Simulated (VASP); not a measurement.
The system is GaP.

```
Ga P
1.0
     0.00000    2.72525    2.72525
     2.72525    0.00000    2.72525
     2.72525    2.72525    0.00000
Ga P
1 1
Direct
  0.00000 0.00000 0.00000
  0.25000 0.25000 0.25000
```

* Program: VASP 6.6.1
* Task: relaxation of cell and atoms
* Functional: LDA
* Potentials or basis: VASP PAW LDA potentials, release 64 (Ga_d, P)
* Cutoff: 600 eV
* k mesh: 10 × 10 × 10
* Occupations: gaussian, width 0.03 eV
* Spin: no spin polarisation

At the start: pressure -2.7 GPa; volume 20.24 Å³/atom.

Task: Where does the relaxation end?

Result: Over 3 steps the energy falls by 5.4 meV/atom and the volume is 19.61 Å³/atom (-3.1 %); space group F-43m (No. 216, to 0.05 Å).

The path:
```
step  energy change (eV)  largest force (eV/Å)  pressure (GPa)  volume (Å³)
   1              0.0000                0.0000           -2.68        40.48
   2             -0.0073                0.0000            1.67        38.53
   3             -0.0108                0.0000           -0.07        39.22
```

Final structure:
```cif
data_structure
_symmetry_space_group_name_H-M 'P 1'
_symmetry_Int_Tables_number 1
_cell_length_a 3.8137
_cell_length_b 3.8137
_cell_length_c 3.8137
_cell_angle_alpha 60.000
_cell_angle_beta 60.000
_cell_angle_gamma 60.000
_cell_volume 39.22
loop_
_atom_site_label
_atom_site_type_symbol
_atom_site_fract_x
_atom_site_fract_y
_atom_site_fract_z
_atom_site_occupancy
Ga1 Ga 0.00000 0.00000 0.00000 1
P1 P 0.25000 0.25000 0.25000 1
```
